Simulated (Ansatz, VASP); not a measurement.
# KMgBr3 in VASP and in Ansatz

```
K Mg Br
1.0
     5.46226    0.00000    0.00000
     0.00000    5.46226    0.00000
     0.00000    0.00000    5.46226
K Mg Br
1 1 3
Direct
  0.00000 0.00000 0.00000
  0.50000 0.50000 0.50000
  0.50000 0.50000 0.00000
  0.50000 0.00000 0.50000
  0.00000 0.50000 0.50000
```

Change from the starting cell: hydrostatic strain +3.0%.

Alike in both runs: task single point; functional r2SCAN; k mesh 6 × 6 × 6; no spin polarisation.

|  | VASP | Ansatz |
| --- | --- | --- |
| version | VASP 6.6.1 | Ansatz 0.2.0 |
| potentials or method | VASP PAW PBE potentials, release 64 (K_sv, Mg, Br) | plane waves, PAW |
| plane-wave cutoff (eV) | 520 | 500 |
| occupations | gaussian, width 0.01 eV | fixed |
| valence electrons in the cell | 32 | 40 |

|  | VASP | Ansatz | Ansatz less VASP |
| --- | --- | --- | --- |
| gap on the k mesh at the Fermi level (eV) | 3.23 | 3.28 | +0.042 |
| pressure (GPa) | -2.2 | -2.1 | +0.11 |

The two sets of potentials don't hold the same shells in valence.

Caveats: the PAW data sets were made with another functional, which shifts forces and pressure a little (VASP). A k mesh can miss the band edges.
